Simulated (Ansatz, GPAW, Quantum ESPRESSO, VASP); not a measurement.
Equation of state of CuTl3 under PBE

The structure is cubic, space group Pm-3m (No. 221). The conventional cell has a = 4.717 Å, b = 4.717 Å, c = 4.717 Å, α = 90.00°, β = 90.00°, γ = 90.00°. Tl (site symmetry 4/mmm) has 8 Tl at 3.34 Å and 4 Cu at 3.34 Å as nearest neighbours. Cu (site symmetry m-3m) is surrounded by 12 Tl at 3.34 Å.

The cell comes from a database or a generator and needn't be the stable form of this composition.

The cell was scaled at fixed shape and fractions and run with Ansatz, Ansatz PAW, cutoff 420 eV; PBE, k mesh 6 × 6 × 6 on the cell of 4 atoms, fermi-dirac occupations of 0.05 eV, no spin polarisation, no spin-orbit coupling. Energies are those that the program minimises, any entropy of the smearing included. For a metal such a mesh isn't converged to the digits shown.

| V (Å³/atom) | energy over the lowest row (meV/atom) |
| --- | --- |
| 24.6641 | 11.259 |
| 25.1888 | 4.881 |
| 25.7136 | 1.219 |
| 26.2384 | 0.000 |
| 26.7632 | 0.924 |
| 27.2879 | ? |
| 27.8127 | 8.287 |

Question: Fit the third-order Birch-Murnaghan form, give V0, B0 and B′, and predict the energy left open.

Answer: With y = (V0/V)^(2/3), E = E0 + (9 V0 B0/16) [(y - 1)³ B′ + (y - 1)² (6 - 4y)]. Least squares through the rows shown give V0 = 26.2648 Å³/atom, E0 = -0.005 meV, B0 = 32.64 GPa (1 eV/Å³ = 160.218 GPa) and B′ = 4.98, with a largest miss of 0.005 meV. At V = 27.2879 the form with these constants gives 3.757 meV; the run gave 3.777 meV an atom. Other set-ups at this level, from all their volumes (Å³/atom, GPa): GPAW, GPAW PAW data sets (gpaw-data 1.2.1): V0 26.023, B0 32.99; Quantum ESPRESSO, SSSP 1.3 efficiency PBE: V0 26.250, B0 32.62; VASP, PBE PAW files Cu, Tl_d, 520 eV: V0 26.305, B0 32.46.
